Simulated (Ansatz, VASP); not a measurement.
## Cross-check of Hf4CSNO2F (Hf2COF MXene under Hf2NOS MXene, AA') between VASP and Ansatz

Aim: how closely do two programs agree when they are given the same cell, functional and k mesh? The structure shown is the end of the Ansatz relaxation below.

Program: Ansatz 0.2.0. Level of theory: plane waves, with VASP 6.6.1 beside it; single point at LDA. Results are calculated unless marked as measured.

## 1. Starting point

The cell holds 10 atoms: 1 F, 4 Hf, 1 C, 2 O, 1 S and 1 N. Its edges and angles: a = 3.223 Å, b = 3.223 Å, c = 57.758 Å, α = 90.0°, β = 90.0°, γ = 120.0°. Vacuum lies along c.

## 2. Ansatz: relaxation, LDA

Ansatz runs on its default PAW (the set named soft_2) files.

This run makes the geometry at which the two programs are then compared.

File input.yaml:

```yaml
crystal:
  lattice:
    - [3.25325, 0.0, 0.0]
    - [-1.626625, 2.8173971449, 0.0]
    - [0.0, 0.0, 57.7583406479]
  atoms:
    - { symbol: F, position: [0.3333333333, 0.6666666667, 0.3843600725] }
    - { symbol: Hf, position: [0.6666666667, 0.3333333333, 0.4016318538], spin: 1.0 }
    - { symbol: C, position: [0.0, 0.0, 0.4241005009] }
    - { symbol: Hf, position: [0.3333333333, 0.6666666667, 0.4465691481], spin: 1.0 }
    - { symbol: O, position: [0.6666666667, 0.3333333333, 0.4669769647] }
    - { symbol: S, position: [0.0, 0.0, 0.5180518392] }
    - { symbol: Hf, position: [0.6666666667, 0.3333333333, 0.5501629581], spin: 1.0 }
    - { symbol: "N", position: [0.3333333333, 0.6666666667, 0.5721431564] }
    - { symbol: Hf, position: [0.0, 0.0, 0.5941233547], spin: 1.0 }
    - { symbol: O, position: [0.6666666667, 0.3333333333, 0.6156399275] }
  periodic: [true, true, false]
magnetization:
  spin_polarized: true
kpoints:
  mp_grid: { grid: [12, 12, 1] }
hamiltonian:
  xc: lda
scf:
  occupations: { method: fermi_dirac, width: 0.05 }
  convergence: { dr2_threshold: 1.0e-09 }
relax:
  f_tol: 0.004
  max_steps: 90
  cell: {}
output:
  write_potential: true
  write_density: true
  volumetric_format: npy
```

The run is started by

```console
$ ansatz run input.yaml --threads 4 --pin off --max-ram 12288MiB --backend cpu --events-out ev --progress --plain --runs-dir out
```

Numbers of over 12 decimals in the logs are rounded to 6 here.

The log of the run:

```text
Warning: relax.cell: scf.convergence.dr2_threshold = 1e-9 eV is looser than the 1.83280400207e-10 eV advised for a relaxation that steers and ends on the stress (1e-10 eV for each atom of the cell: 10, times the square of relax.cell.stress_2d_tol = 0.05 N/m over 23.4 Å (the atoms' height at the walk's start and 5 Å past either face), 2.141e-2 GPa, over a crystal's default 0.05). What an SCF threshold leaves in a stress goes as its square root, and in the free energy as the threshold itself, and one threshold admits the most on a small cell: [figures from the program's tests cut] Set scf.convergence.dr2_threshold to 1.83280400207e-10 eV or tighter. [rest of the remark cut]
Engine: ansatz 0.2.0, x86_64-unknown-linux-gnu
Pseudopotentials: kind: paw
Pseudopotential: F, paw, valence charge 7, recommended cutoff 420 eV (normal), F.paw.azcp
Pseudopotential: Hf, paw, valence charge 26, recommended cutoff 420 eV (normal), Hf.paw.azcp
Pseudopotential: C, paw, valence charge 4, recommended cutoff 420 eV (normal), C.paw.azcp
Pseudopotential: O, paw, valence charge 6, recommended cutoff 420 eV (normal), O.paw.azcp
Pseudopotential: S, paw, valence charge 6, recommended cutoff 420 eV (normal), S.paw.azcp
Pseudopotential: N, paw, valence charge 5, recommended cutoff 420 eV (normal), N.paw.azcp
Functional definition: SPW92
  exchange = slater_x
  correlation = pw_c
Crystal: 10 atoms, lattice volume = 529.395 Å³
Basis set: ecut = 420 eV, 10561 PW (Γ)
Bands: 86, of which v1, the nominal top of the filled ones, is band 69 counted from 1 (68 counted from 0)
Symmetry: 6 space group operations
Space group: P3m1 (ITA 156), of the structure as read, at distance tolerance 8.1e-5 Å
Magnetic group: BNS 156.49 (UNI 1279), of the structure as read, at distance tolerance 8.1e-5 Å
k-points: 19 of 144 (time reversal used)
Non-local potential: F, projectors of the file, l = 0: 2, l = 1: 2, l = 2: 1
Non-local potential: Hf, projectors of the file, l = 0: 3, l = 1: 2, l = 2: 2, l = 3: 3
Non-local potential: C, projectors of the file, l = 0: 2, l = 1: 2, l = 2: 1
Non-local potential: O, projectors of the file, l = 0: 2, l = 1: 2, l = 2: 1
Non-local potential: S, projectors of the file, l = 0: 2, l = 1: 2, l = 2: 2
Non-local potential: N, projectors of the file, l = 0: 2, l = 1: 2, l = 2: 1
PAW form: soft (Blöchl's): semilocal exchange-correlation on the pseudo side does not see the compensation charge
PAW frozen core: F, regenerated for the run's functional, and the local potential with it (the file was generated under x = pbe(κ = 0.804, μ = 0.219515), c = pbe(β = 0.066725))
PAW frozen core: Hf, regenerated for the run's functional, and the local potential with it (the file was generated under x = pbe(κ = 0.804, μ = 0.219515), c = pbe(β = 0.066725))
PAW frozen core: C, regenerated for the run's functional, and the local potential with it (the file was generated under x = pbe(κ = 0.804, μ = 0.219515), c = pbe(β = 0.066725))
PAW frozen core: O, regenerated for the run's functional, and the local potential with it (the file was generated under x = pbe(κ = 0.804, μ = 0.219515), c = pbe(β = 0.066725))
PAW frozen core: S, regenerated for the run's functional, and the local potential with it (the file was generated under x = pbe(κ = 0.804, μ = 0.219515), c = pbe(β = 0.066725))
PAW frozen core: N, regenerated for the run's functional, and the local potential with it (the file was generated under x = pbe(κ = 0.804, μ = 0.219515), c = pbe(β = 0.066725))
PAW one-centre angular grid: F, 110 points (default); XC on 64 Gauss nodes
PAW one-centre angular grid: Hf, 590 points (default); XC on 64 Gauss nodes
PAW one-centre angular grid: C, 110 points (default); XC on 64 Gauss nodes
PAW one-centre angular grid: O, 110 points (default); XC on 64 Gauss nodes
PAW one-centre angular grid: S, 110 points (default); XC on 64 Gauss nodes
PAW one-centre angular grid: N, 110 points (default); XC on 64 Gauss nodes
Starting moments: Σ|m| = 4 μB on 4 of 10 sites
Initial wavefunctions: pseudopotential atomic-orbital guess
Functional: x = slater, c = lda
SCF iter   1: F=—  HF=-65318.931443 eV  |F-HF|=—  |Δ(HF+E_count)|=         —  Δρ=3.46e-2 (↑3.46e-2 ↓3.29e-2)  dr2=4.28e1  dr2_m=3.13e-1  M=0.884 μB ∫|m|=1.124 μB  β_m=0.30  ethr=3.10e-3  ⟨swp⟩=10.7  Hψ=19279  notcnv=0  defer=111
Mixer restart at iter 1: flushing history
[...]
SCF converged after 5 iterations
Magnetization: 0.0000 μB (69.0000 up, 69.0000 down)
Absolute magnetization: 0.0000 μB (∫|ρ↑−ρ↓|, with the PAW one-centre terms)
Spin contamination: 0.0000 ħ² per cell (⟨S²⟩ above its minimum at these occupations)
Per-site moments (μB) at R_I (Å): [(-5.344088375662355e-9, 0.931209), (9.892048231075658e-8, 0.910211), (-9.889679631312799e-8, 0.910211), (2.5415656431425426e-8, 0.858938), (9.402592615154981e-10, 0.858938), (-2.490413180741155e-8, 1.010023), (6.539418193973212e-8, 0.942868), (-1.0274784071108031e-7, 0.928551), (4.410017939580428e-8, 0.860457), (-3.935548027493174e-8, 0.860457)]
Free energy (F): -65312.165032 eV
Harris-Foulkes:  -65312.165032 eV  (|F-HF|=3.86e-10)
Internal energy: -65312.136116 eV  (E = F + TS)
E sigma→0 (E₀):  -65312.150574 eV
Entropy (-TS):   -0.028916 eV (-2.892 meV/atom)
Fermi energy:    -4.062711 eV
--- Per-component energies (eV) ---
  E_band       = -2903.704957
  E_kinetic    = 2585.361548
  E_local      = -1853658.428809  (includes V_loc(G=0)·N_el)
  E_nonlocal   = -4647.086695
  E_hartree    = 924457.841985
  E_xc         = -1621.581888
  E_vxc        = -1583.488004  (∫ρ·V_xc dr)
  E_paw        = -28004.378643  (= ΣΔE_a)
  E_vpaw       = 5484.243242  (= ΣTr[D̂ρ^β])
  E_aug_tail   = 0.007131  (compensation charges beyond the density's cutoff)
  E_ewald      = 895565.697115
  E_core_change = 10.432139  (= ΣΔE_core)
  E_smearing   = -0.028916  (= −TS)
  E_closure    = 0.000000  (closes the sum)
  Σ components = -65312.165032   (vs F -65312.165032, Δ=0.00e0)
--- Forces (eV/Å), atoms counted from 1 ---
  atom   1  F     -0.00000000    -0.00000000     0.00303909
  atom   2  Hf     0.00000000     0.00000000    -0.00374954
  atom   3  C     -0.00000000    -0.00000000    -0.00146416
  atom   4  Hf     0.00000000     0.00000000     0.00150340
  atom   5  O      0.00000000     0.00000000    -0.00010400
  atom   6  S      0.00000000     0.00000000     0.00136598
  atom   7  Hf     0.00000000    -0.00000000    -0.00200829
  atom   8  N     -0.00000000    -0.00000000    -0.00014316
  atom   9  Hf     0.00000000    -0.00000000     0.00068941
  atom  10  O     -0.00000000    -0.00000000    -0.00029915
  max |Σ_I F_I| component: 1.17e-3 eV/Å
--- 2D stress c σ (N/m, compression-positive) ---
       -0.014268       0.000000      -0.000000
        0.000000      -0.014268      -0.000000
       -0.000000      -0.000000      -0.000000
  P = ½ c Tr σ = -0.0143 N/m
--- Band table (eV; the first three rows and the last of 38) ---
  k-point 0 ↑: bands = [... 65 lower, -6.4232, -4.9312, -4.9312, -3.3953, -3.3238, -3.3238, -3.2104, -3.2104, ... 13 higher]
  k-point 1 ↑: bands = [... 65 lower, -6.5001, -5.3894, -5.1164, -3.6207, -3.5736, -3.0822, -3.0246, -3.0054, ... 13 higher]
  k-point 2 ↑: bands = [... 65 lower, -6.6694, -5.9806, -5.3884, -4.1084, -3.9779, -2.7868, -2.6911, -2.5434, ... 13 higher]
  k-point 18 ↓: bands = [... 65 lower, -7.7633, -7.3065, -7.0234, -3.1387, -2.7359, -2.5150, -2.2257, -2.0172, ... 13 higher]
  the weakly bound empty levels are not read free of the cell's end (no_gap_told)
--- Relaxed structure (11 steps of the walk, 10 accepted, 2 SCFs on fresh bases) ---
  F+E_penalty+E_count = -65312.16503166 eV   max|allowed force component| = 3.632e-3 eV/Å   (the final SCF, on the basis selected at the relaxed cell)
  cell:  # Å, volume = 519.7307 Å³
    - [3.223417, 0, 0]
    - [-1.611709, 2.791561, 0]
    - [0, 0, 57.7583406479]
  atoms:
    - { symbol: F, position: [0.333333, 0.666667, 0.386555] }
    - { symbol: Hf, position: [0.666667, 0.333333, 0.408678] }
    - { symbol: C, position: [-1.1057403323158647e-17, -2.2204460492581343e-17, 0.429204] }
    - { symbol: Hf, position: [0.333333, 0.666667, 0.453271] }
    - { symbol: O, position: [0.666667, 0.333333, 0.469443] }
    - { symbol: S, position: [-1.8536146591045562e-17, -2.2204460492583993e-17, 0.517464] }
    - { symbol: Hf, position: [0.666667, 0.333333, 0.545013] }
    - { symbol: N, position: [0.333333, 0.666667, 0.567989] }
    - { symbol: Hf, position: [-2.3294102125050972e-17, -2.2204460492583975e-17, 0.589915] }
    - { symbol: O, position: [0.666667, 0.333333, 0.606227] }
```

(Part 1 of 2 ends here.)

[Lines on the potential files, build, host, timing and source positions are cut from VASP's logs without a mark.]

[Logs are printed without paths, hosts, clocks, repeated set-up lines and the standing remarks that a program may print on its own settings, such as how far it seeks lower states.]

[Hosts, paths, dates, database ids (printed as entryN), source tags and the programs' standing remarks are cut or masked in the printed files.]
